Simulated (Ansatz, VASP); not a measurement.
# Cross-check of ZrC between VASP and Ansatz

Aim: how closely do two programs agree when they are given the same cell, functional and k mesh? The cell is taken from a series of runs on this material, whose earlier steps may have relaxed, scaled, displaced or heated it; both programs get it as it stands.

Program: Ansatz 0.2.0. Level of theory: plane waves, with VASP 6.6.1 beside it; relaxation of cell and atoms at PBE with D3(BJ). Results are calculated unless marked as measured.

**1. The starting structure**

The structure is cubic, space group Fm-3m (No. 225). Conventional cell: a = 4.673 Å, b = 4.673 Å, c = 4.673 Å, α = 90.00°, β = 90.00°, γ = 90.00°. Nearest to Zr lie 6 C at 2.34 Å. Nearest to C lie 6 Zr at 2.34 Å. Farther neighbours are not listed.

As a file:

```xyz
2
Lattice="0.0000 2.3364 2.3364 2.3364 0.0000 2.3364 2.3364 2.3364 0.0000" Properties=species:S:1:pos:R:3 pbc="T T T"
Zr    2.3364    2.3364    2.3364
C     0.0000    0.0000    0.0000
```

**2. VASP: relaxation of cell and atoms, PBE with D3(BJ)**

The relaxed volume is the usual yardstick between codes: in a stiff, nearly cubic crystal its relative difference is about their pressure difference at one cell divided by the bulk modulus.

Lines of VASP's logs that name or quote its potential files are left out, and so is its time.

Contents of INCAR:

```
SYSTEM = ZrC
PREC = Accurate
ENCUT = 600
EDIFF = 1E-07
NELM = 120
ISMEAR = 1
SIGMA = 0.15
LREAL = .FALSE.
ALGO = Normal
GGA = PE
IVDW = 12
NBANDS = 14
LASPH = .TRUE.
LORBIT = 11
LWAVE = .FALSE.
LCHARG = .FALSE.
ISIF = 3
IBRION = 2
NSW = 80
EDIFFG = -0.005
GGA_COMPAT = .FALSE.
NELMIN = 4
```

Contents of POSCAR:

```
ZrC
1.0
    0.0000000000      2.3363600000      2.3363600000
    2.3363600000      0.0000000000      2.3363600000
    2.3363600000      2.3363600000      0.0000000000
Zr C
1 1
Direct
    0.5000000000      0.5000000000      0.5000000000
    0.0000000000      0.0000000000      0.0000000000
```

Contents of KPOINTS:

```
Automatic mesh
0
Gamma
16 16 16
0 0 0
```

Potentials, in the order of the species: Zr_sv and C (PBE family, release 64).

Launch:

```console
mpirun -np 1 vasp_std
```

Numbers of over 12 decimals in the logs are rounded to 6 here.

The log of the run:

```text
[banner, memory and clock lines left out]
running    1 mpi-ranks, on    1 nodes
 distrk:  each k-point on    1 cores,    1 groups
 distr:  one band on    1 cores,    1 groups

 POSCAR found type information on POSCAR ZrC
 POSCAR found :  2 types and       2 ions
 LDA part: xc-table for (Slater+PW92), standard interpolation
 POSCAR, INCAR and KPOINTS ok, starting setup
 FFT: planning ... GRIDC
 FFT: planning ... GRID_SOFT
 FFT: planning ... GRID
 WAVECAR not read
 entering main loop
       N       E                     dE             d eps       ncg     rms          rms(c)
DAV:   1     0.112075895444E+03    0.11208E+03   -0.94886E+03  4068   0.129E+03
DAV:   2    -0.159262893940E+02   -0.12800E+03   -0.11971E+03  5124   0.319E+02
DAV:   3    -0.227238685822E+02   -0.67976E+01   -0.67061E+01  6716   0.636E+01
DAV:   4    -0.228949726947E+02   -0.17110E+00   -0.17107E+00  4884   0.692E+00
DAV:   5    -0.228970859745E+02   -0.21133E-02   -0.21132E-02  5634   0.682E-01    0.211E+01
DAV:   6    -0.195775010992E+02    0.33196E+01   -0.78965E+00  4842   0.244E+01    0.749E+00
DAV:   7    -0.194654420350E+02    0.11206E+00   -0.48764E-01  4660   0.605E+00    0.644E+00
DAV:   8    -0.194788214921E+02   -0.13379E-01   -0.27736E-01  4804   0.442E+00    0.473E+00
DAV:   9    -0.194511972800E+02    0.27624E-01   -0.64728E-02  4558   0.194E+00    0.291E-01
DAV:  10    -0.194517651661E+02   -0.56789E-03   -0.38855E-03  5136   0.578E-01    0.539E-01
DAV:  11    -0.194514521698E+02    0.31300E-03   -0.10580E-03  4654   0.281E-01    0.576E-02
DAV:  12    -0.194514480780E+02    0.40918E-05   -0.16142E-05  5096   0.319E-02    0.142E-02
DAV:  13    -0.194514468616E+02    0.12164E-05   -0.16830E-06  4906   0.897E-03    0.380E-03
DAV:  14    -0.194514468044E+02    0.57176E-07   -0.67552E-08  3014   0.200E-03
   1 F= -.20265768E+02 E0= -.20265639E+02  d E =-.202658E+02
 curvature:   0.00 expect dE= 0.000E+00 dE for cont linesearch  0.000E+00
 trial: gam= 0.00000 g(F)=  0.183E-58 g(S)=  0.610E-04 ort = 0.000E+00 (trialstep = 0.100E+01)
 search vector abs. value=  0.610E-04
 bond charge predicted
       N       E                     dE             d eps       ncg     rms          rms(c)
DAV:   1    -0.194536264500E+02   -0.21796E-02   -0.13917E-02  4456   0.122E+00    0.268E-01
DAV:   2    -0.194532670627E+02    0.35939E-03   -0.85934E-04  4708   0.337E-01    0.764E-02
DAV:   3    -0.194531963537E+02    0.70709E-04   -0.34310E-04  6060   0.136E-01    0.215E-02
DAV:   4    -0.194532027594E+02   -0.64057E-05   -0.15671E-05  6708   0.288E-02    0.223E-02
DAV:   5    -0.194532074065E+02   -0.46471E-05   -0.49598E-06  6664   0.135E-02    0.407E-03
DAV:   6    -0.194532073494E+02    0.57089E-07   -0.27867E-06  6682   0.105E-02    0.188E-03
DAV:   7    -0.194532071285E+02    0.22095E-06   -0.48777E-08  2658   0.257E-03    0.236E-04
DAV:   8    -0.194532070732E+02    0.55310E-07   -0.64091E-09  2558   0.943E-04
   2 F= -.20265745E+02 E0= -.20265612E+02  d E =0.228476E-04
 trial-energy change:    0.000023  1 .order    0.000021   -0.000061    0.000103
 step:   0.3564(harm=  0.3721)  dis= 0.00000  next Energy=   -20.265779 (dE=-0.108E-04)
 bond charge predicted
       N       E                     dE             d eps       ncg     rms          rms(c)
DAV:   1    -0.194522658992E+02    0.94123E-03   -0.57735E-03  4444   0.785E-01    0.173E-01
DAV:   2    -0.194521121124E+02    0.15379E-03   -0.35342E-04  4702   0.216E-01    0.494E-02
DAV:   3    -0.194520822597E+02    0.29853E-04   -0.14352E-04  6062   0.880E-02    0.140E-02
DAV:   4    -0.194520868395E+02   -0.45799E-05   -0.63157E-06  6708   0.183E-02    0.143E-02
DAV:   5    -0.194520919204E+02   -0.50809E-05   -0.21265E-06  6690   0.878E-03    0.247E-03
DAV:   6    -0.194520931884E+02   -0.12680E-05   -0.10997E-06  6704   0.664E-03    0.120E-03
DAV:   7    -0.194520933601E+02   -0.17162E-06   -0.20145E-08  2426   0.166E-03    0.151E-04
DAV:   8    -0.194520933942E+02   -0.34161E-07   -0.25558E-09  2402   0.599E-04
   3 F= -.20265778E+02 E0= -.20265648E+02  d E =-.105626E-04
 curvature:  -0.19 expect dE=-0.161E-07 dE for cont linesearch -0.161E-07
 trial: gam=-0.03627 g(F)=  0.394E-59 g(S)=  0.867E-07 ort = 0.230E-05 (trialstep = 0.871E+00)
 search vector abs. value=  0.223E-09
 reached required accuracy - stopping structural energy minimisation
```

From OUTCAR (step 2):

```text
ion  position               nearest neighbor table
   1  0.500  0.500  0.500-   2 2.34   2 2.34   2 2.34   2 2.34   2 2.34   2 2.34
   2  0.000  0.000  0.000-   1 2.34   1 2.34   1 2.34   1 2.34   1 2.34   1 2.34

  LATTYP: Found a face centered cubic cell.
 ALAT       =     4.6727200000

 Subroutine GETGRP returns: Found 48 space group operations
 (whereof 48 operations were pure point group operations)

The static configuration has the point symmetry O_h .

 Found    145 irreducible k-points:

   k-points           NKPTS =    145   k-points in BZ     NKDIM =    145   number of bands    NBANDS=     14

   dimension x,y,z NGX =    28 NGY =   28 NGZ =   28
   dimension x,y,z NGXF=    56 NGYF=   56 NGZF=   56

   ENCUT  =  600.0 eV  44.10 Ry    6.64 a.u.   6.60  6.60  6.60*2*pi/ulx,y,z

   NELECT =      16.0000    total number of electrons

 k-points in reciprocal lattice and weights: Automatic mesh
   0.00000000  0.00000000  0.00000000       0.000
   0.06250000  0.00000000  0.00000000       0.002
   0.12500000  0.00000000  0.00000000       0.002
   0.18750000  0.00000000  0.00000000       0.002
   0.25000000  0.00000000  0.00000000       0.002
   0.31250000  0.00000000  0.00000000       0.002
   0.37500000  0.00000000  0.00000000       0.002
   0.43750000  0.00000000  0.00000000       0.002
   0.50000000  0.00000000  0.00000000       0.001
[...]
-0.31250000  0.50000000  0.18750000       0.003
  -0.25000000  0.50000000  0.25000000       0.001

 Edisp (eV)   -0.81254

 average (electrostatic) potential at core
       1 -72.9799       2 -43.8390

 E-fermi :   9.7970

 k-point     1 :       0.0000    0.0000    0.0000
  band No.  band energies     occupation
      1     -38.2302      2.00000
      2     -15.9295      2.00000
      3     -15.9295      2.00000
      4     -15.9295      2.00000
      5      -1.5574      2.00000
      6      10.7478     -0.00000
      7      10.7478     -0.00000
      8      10.7478     -0.00000
      9      10.9095     -0.00000
     10      10.9095     -0.00000
    ...

 k-point     2 :       0.0625    0.0000    0.0000
  band No.  band energies     occupation
      1     -38.2261      2.00000
      2     -15.9669      2.00000
      3     -15.9327      2.00000
      4     -15.9327      2.00000
      5      -1.4656      2.00000
      6       9.9971     -0.06774
      7      10.1975     -0.00105
      8      10.1975     -0.00105
      9      11.1272     -0.00000
     10      11.1272     -0.00000
    ...

 k-point     3 :       0.1250    0.0000    0.0000
  band No.  band energies     occupation
    ...
      4     -15.9418      2.00000
      5      -1.1998      2.00000
      6       9.0369      2.00000
      7       9.4060      2.00142
      8       9.4060      2.00142
      9      11.4215     -0.00000
     10      11.4215     -0.00000
     11      11.8900     -0.00000
     12      14.2453      0.00000
     13      14.2453      0.00000
    ...

 Edisp (eV)   -0.81368

  Total       0.00109     0.00109     0.00109     0.00000    -0.00000     0.00000
  in kB       0.06871     0.06871     0.06871     0.00000    -0.00000     0.00000
  external pressure =        0.07 kB  Pullay stress =        0.00 kB

  energy-cutoff  :      600.00
  volume of cell :       25.53
      direct lattice vectors                 reciprocal lattice vectors
     0.000000000  2.336943175  2.336943175    -0.213954710  0.213954710  0.213954710
     2.336943175  0.000000000  2.336943175     0.213954710 -0.213954710  0.213954710
     2.336943175  2.336943175  0.000000000     0.213954710  0.213954710 -0.213954710

 POSITION                                       TOTAL-FORCE (eV/Angst)
 -----------------------------------------------------------------------------------
      2.33694      2.33694      2.33694        -0.000000      0.000000     -0.000000
      0.00000      0.00000      0.00000         0.000000     -0.000000      0.000000
 -----------------------------------------------------------------------------------
    total drift:                                0.000000      0.000000      0.000000

  FREE ENERGIE OF THE ION-ELECTRON SYSTEM (eV)
  ---------------------------------------------------
  free  energy   TOTEN  =       -20.2657783890 eV

  energy  without entropy=      -20.2653869086  energy(sigma->0) =      -20.26564790

 reached required accuracy - stopping structural energy minimisation

 total charge
# of ion       s       p       d       tot
------------------------------------------
    1        2.178   6.047   1.650   9.876
    2        0.887   1.485   0.000   2.371
--------------------------------------------------
tot          3.065   7.532   1.650  12.247

[... 3 further parts left out ...]
```

CONTCAR:

```
ZrC
   1.00000000000000
     0.0000000000000000    2.3369431751749188    2.3369431751749188
     2.3369431751749188    0.0000000000000000    2.3369431751749188
     2.3369431751749188    2.3369431751749188    0.0000000000000000
  Zr              C
     1     1
Direct
     0.5000000000000000    0.5000000000000000    0.5000000000000000
     0.0000000000000000    0.0000000000000000    0.0000000000000000
```

Dispersion corrections of this kind ignore metallic screening and tend to overbind metals.

**3. Ansatz: relaxation of cell and atoms, PBE with D3(BJ)**

Ansatz runs on its default PAW (the set named soft_2) files.

The same cell, functional, mesh and smearing now go to Ansatz, which takes its cutoff from its data sets.

Contents of input.yaml:

```yaml
crystal:
  lattice:
    - [0.0, 2.3363599845, 2.3363599845]
    - [2.3363599845, 0.0, 2.3363599845]
    - [2.3363599845, 2.3363599845, 0.0]
  atoms:
    - { symbol: Zr, position: [0.5, 0.5, 0.5] }
    - { symbol: C, position: [0.0, 0.0, 0.0] }
kpoints:
  mp_grid: { grid: [16, 16, 16] }
hamiltonian:
  xc: pbe
  dispersion: d3bj
scf:
  occupations: { method: methfessel_paxton, width: 0.15 }
output:
  forces: true
  stress: true
  eigenvalues: true
relax:
  adjacent_minimum: "off"
  f_tol: 0.001
  max_steps: 60
  cell: { stress_tol: 0.01 }
```

Launch:

```console
ansatz run input.yaml --threads 4 --pin off --max-ram 8192MiB --backend cpu --events-out ev --progress --plain --runs-dir out
```

The log of the run:

```text
Engine: ansatz 0.2.0, aarch64-unknown-linux-gnu
Pseudopotentials: kind: paw
Pseudopotential: Zr, paw, valence charge 12, recommended cutoff 420 eV (normal), Zr.paw.azcp
Pseudopotential: C, paw, valence charge 4, recommended cutoff 420 eV (normal), C.paw.azcp
Functional definition: PBE
  parameter kappa = 0.804
  parameter beta = 0.066725
  exchange = pbe_x(kappa = kappa, mu = beta*pi^2/3)
  correlation = pbe_c(beta = beta)
Crystal: 2 atoms, lattice volume = 25.506 Å³
Basis set: ecut = 420 eV, 531 PW (Γ), exchange–correlation on 48×48×48 points (8 copies of the dense FFT grid, shifted against one another)
Bands: 12, of which v1, the nominal top of the filled ones, is band 8 counted from 1 (7 counted from 0)
Symmetry: 48 space group operations
Space group: Fm-3m (ITA 225), of the structure as read, at distance tolerance 2.9e-5 Å
k-points: 145 of 4096
Non-local potential: Zr, projectors of the file, l = 0: 3, l = 1: 2, l = 2: 2, l = 3: 2
Non-local potential: C, projectors of the file, l = 0: 2, l = 1: 2, l = 2: 1
PAW form: soft (Blöchl's): semilocal exchange-correlation on the pseudo side does not see the compensation charge
PAW one-centre angular grid: Zr, 590 points (default); XC on 64 Gauss nodes
PAW one-centre angular grid: C, 110 points (default); XC on 64 Gauss nodes
Initial density: superposition of atomic densities (neutral atoms: chi_scale 0, normalization atom), corrected by the library's trained network
Initial wavefunctions: pseudopotential atomic-orbital guess
Functional: x = pbe(κ = 0.804, μ = 0.219515), c = pbe(β = 0.066725)
SCF iter   1: F=—  HF=-4437.300451 eV  |F-HF|=—  |Δ(HF+E_count)|=         —  Δρ=1.10e-3  dr2=2.04e-4  ethr=1.77e-3  ⟨swp⟩=5.0  Hψ=8705  notcnv=0
preconditioner: auto → none  [metal: Δε(μ)=0.036 eV  Ē_g=18.075 eV  σ=0.150 eV  W_gap=0.20  n_scr=8 (ndim 8)  ℏωp=27.5 eV  f_vac=0.000  D(μ)=0.36/eV (n_scr^D=0)  sad-step TF]
SCF iter   2: F=—  HF=-4437.300190 eV  |F-HF|=—  |Δ(HF+E_count)|=   2.61e-4  S|Δr|=    0.00e0  Δρ=6.01e-4  dr2=6.63e-5  ethr=1.27e-6  ⟨swp⟩=2.1  Hψ=3968  notcnv=0
SCF iter   3: F=—  HF=-4437.300211 eV  |F-HF|=—  |Δ(HF+E_count)|=   2.10e-5  S|Δr|=    0.00e0  Δρ=1.99e-4  dr2=8.21e-6  ethr=4.14e-7  ⟨swp⟩=2.0  Hψ=2268  notcnv=0
SCF iter   4: F=—  HF=-4437.300208 eV  |F-HF|=—  |Δ(HF+E_count)|=   3.25e-6  S|Δr|=    0.00e0  Δρ=7.29e-5  dr2=1.11e-6  ethr=5.13e-8  ⟨swp⟩=2.3  Hψ=2872  notcnv=0
SCF iter   5: F=-4437.300207 eV  HF=-4437.300207 eV  |F-HF|=2.05e-9  |Δ(HF+E_count)|=   4.40e-7  S|Δr|=    0.00e0  Δρ=9.23e-6  dr2=9.41e-9  ethr=6.25e-10  ⟨swp⟩=3.0  Hψ=6860  notcnv=0
SCF 1 converged in 5 iterations: F = -4437.300207 eV  dr2 = 9.41e-9
  greatest PAW one-centre occupation: 0.996 electrons in one spin orbital (limit 2), on the Zr atom at site 0 (counted from 0), in its partial waves of l = 0
relax step   1: F+E_penalty+E_count = -4437.30020743 eV  Δ(F+E_penalty+E_count) = +0.000e0 eV  max|allowed force component| = 1.634e-29 eV/Å  Δτ_max = 0.0000 Å  P = -0.002 GPa  Ω = 25.506 Å³  (5 SCF iters, dr2 threshold 1.00e-7 eV, accepted)
Initial density: handed on by an earlier stage of this run
Initial wavefunctions: pseudopotential atomic-orbital guess (no wavefunctions were taken with the density)
iter 1 solved again at ethr=4.79e-8 eV; its pass at ethr=3.10e-3 eV (dr2=7.67e-6 eV) is discarded
SCF iter   1: F=—  HF=-4437.300206 eV  |F-HF|=—  |Δ(HF+E_count)|=         —  Δρ=8.66e-6  dr2=8.34e-9  ethr=4.79e-8  ⟨swp⟩=3.1  Hψ=13729  notcnv=0
preconditioner: auto → none  [metal: Δε(μ)=0.040 eV  Ē_g=18.074 eV  σ=0.150 eV  W_gap=0.22  n_scr=8 (ndim 8)  ℏωp=27.5 eV  f_vac=0.000  D(μ)=0.36/eV (n_scr^D=0)]
SCF iter   2: F=—  HF=-4437.300207 eV  |F-HF|=—  |Δ(HF+E_count)|=   1.02e-6  S|Δr|=    0.00e0  Δρ=4.25e-6  dr2=1.38e-9  ethr=5.21e-11  ⟨swp⟩=2.1  Hψ=2909  notcnv=0
SCF iter   3: F=—  HF=-4437.300207 eV  |F-HF|=—  |Δ(HF+E_count)|=   1.68e-9  S|Δr|=    0.00e0  Δρ=8.02e-7  dr2=7.32e-11  ethr=8.62e-12  ⟨swp⟩=2.0  Hψ=2886  notcnv=0
SCF iter   4: F=—  HF=-4437.300207 eV  |F-HF|=—  |Δ(HF+E_count)|=  7.00e-11  S|Δr|=    0.00e0  Δρ=1.87e-7  dr2=2.72e-12  ethr=4.58e-13 (applied; sched 1.00e-12)  ⟨swp⟩=2.9  Hψ=2850  notcnv=0
SCF iter   5: F=-4437.300207 eV  HF=-4437.300207 eV  |F-HF|=1.82e-12  |Δ(HF+E_count)|=  6.37e-12  S|Δr|=    0.00e0  Δρ=1.18e-8  dr2=1.75e-14  ethr=1.00e-12  ⟨swp⟩=4.9  Hψ=6068  notcnv=0
SCF 2 converged in 5 iterations: F = -4437.300207 eV  dr2 = 1.75e-14
relax step   2: F+E_penalty+E_count = -4437.30020743 eV  Δ(F+E_penalty+E_count) = -2.369e-9 eV  max|allowed force component| = 1.860e-29 eV/Å  Δτ_max = 0.0000 Å  P = -0.002 GPa  Ω = 25.506 Å³  stress off target by 2.43e-3 GPa  SCF on the basis re-selected at this cell (its energy is not comparable with the rows above)  (5 SCF iters)
basis re-selected at this cell: Δ(F+E_penalty+E_count) = -2.369e-9 eV, ΔP = -0.000 GPa vs the last step (what re-selecting the basis moved, of the pressure what is left beyond the Pulay correction that the steps carried, after the strain that the cell walked since its last selection, with what the two solves' SCF thresholds leave and, on support functions, any second-order correction that the steps lacked; it is no m [...]
SCF converged after 5 iterations
Stability not checked: this state was not tested for a lower state beside it, because cold or Methfessel-Paxton smearing, or corrected tetrahedra, fill the levels in a way that the test cannot read (fill_not_monotonic; see scf.lower_state_search)
Free energy (F): -4437.300207 eV
Harris-Foulkes:  -4437.300207 eV  (|F-HF|=1.82e-12)
Internal energy: -4437.299821 eV  (E = F + TS)
E sigma→0 (E₀):  -4437.300111 eV
Entropy (-TS):   -0.000386 eV (-0.193 meV/atom)
Fermi energy:    15.153462 eV
Step filling:    the computed levels leave a gap of 0.0104 eV = 0.1 smearing widths at the electron count; against every level under it full and every level over it empty, smearing changes F+E_penalty+E_count by -0.335 meV and its σ→0 estimate by -0.239 meV
--- Per-component energies (eV) ---
  E_band       = -43.670715
  E_kinetic    = 423.831194
  E_local      = -585.617753  (includes V_loc(G=0)·N_el)
  E_nonlocal   = 104.513994
  E_hartree    = 176.224691
  E_xc         = -211.843687
  E_vxc        = -253.326473  (∫ρ·V_xc dr)
  E_paw        = -3052.089857  (= ΣΔE_a)
  E_vpaw       = -85.521089  (= ΣTr[D̂ρ^β])
  E_aug_tail   = 0.000030  (compensation charges beyond the density's cutoff)
  E_ewald      = -1291.503865
  E_disp       = -0.814566  (pairwise vdW)
  E_smearing   = -0.000386  (= −TS)
  E_closure    = -0.000000  (closes the sum)
  Σ components = -4437.300207   (vs F -4437.300207, Δ=0.00e0)
--- Forces (eV/Å), atoms counted from 1 ---
  atom   1  Zr     0.00000000     0.00000000     0.00000000
  atom   2  C     -0.00000000     0.00000000     0.00000000
  max |Σ_I F_I| component: 3.43e-29 eV/Å
--- Stress (GPa, compression-positive) ---
       -0.002432       0.000000       0.000000
       -0.000000      -0.002432       0.000000
        0.000000      -0.000000      -0.002432
  P = ⅓ Tr σ = -0.0024 GPa (-0.024 kbar)
--- Band table (eV; the first three rows and the last of 145) ---
  k-point 0: bands = [... 4 lower, 3.7951, 16.1040, 16.1040, 16.1040, 16.2667, 16.2667, 16.2667, 18.0297]
  k-point 1: bands = [... 4 lower, 3.8871, 15.3533, 15.5534, 15.5534, 16.4843, 16.4843, 16.8131, 18.5511]
  k-point 2: bands = [... 4 lower, 4.1536, 14.3931, 14.7612, 14.7612, 16.7788, 16.7788, 17.2482, 19.6045]
  k-point 144: bands = [... 4 lower, 5.6658, 12.4849, 12.8166, 12.8166, 18.5025, 18.5025, 20.9676, 22.3724]
--- Relaxed structure (1 steps of the walk, 1 accepted, 1 SCFs on fresh bases) ---
  F+E_penalty+E_count = -4437.30020743 eV   max|allowed force component| = 1.860e-29 eV/Å   (the final SCF, on the basis selected at the relaxed cell)
  cell:  # Å, volume = 25.5064 Å³
    - [0.0, 2.3363599845, 2.3363599845]
    - [2.3363599845, 0.0, 2.3363599845]
    - [2.3363599845, 2.3363599845, 0.0]
  atoms:
    - { symbol: Zr, position: [0.5, 0.5, 0.5] }
    - { symbol: C, position: [0.0, 0.0, 0.0] }
```

In the SCF lines HF is the Harris–Foulkes energy and dr2 the Hartree energy of the density residual, in eV; the loop may stop once dr2 is under the threshold and the program's other checks hold. Hψ counts applications of the Hamiltonian.

**4. Differences**

Known differences besides the potentials themselves: the cutoff is 420 eV in Ansatz and 600 eV in VASP; Ansatz adds a Pulay correction to the stress that steers its cell, VASP none. Total energies have different zeros and are not compared.

Both answers:

```
                                         quantity  Ansatz   VASP  difference
                                      volume (Å³)   25.51  25.53     -0.07 %
edge a after relaxation, in the typed setting (Å)   3.304  3.305     -0.02 %
```

**5. Outcome**

```json
{"difference in volume (relaxation of cell and atoms, PBE with D3(BJ))": "-0.075 %"}
```

**Reading.** The difference in volume is -0.075 % (relaxation of cell and atoms, PBE with D3(BJ)), within the 1.2 % picked in this series as the mark of a large difference, as far as the stopping tolerances let one tell. How closely two codes agree says nothing of how well the functional describes the real material.

[Lines on the potential files, build, host, timing and source positions are cut from VASP's logs without a mark.]

[Logs are printed without paths, hosts, clocks, repeated set-up lines and the standing remarks that a program may print on its own settings, such as how far it seeks lower states.]

[Hosts, paths, dates, database ids (printed as entryN), source tags and the programs' standing remarks are cut or masked in the printed files.]
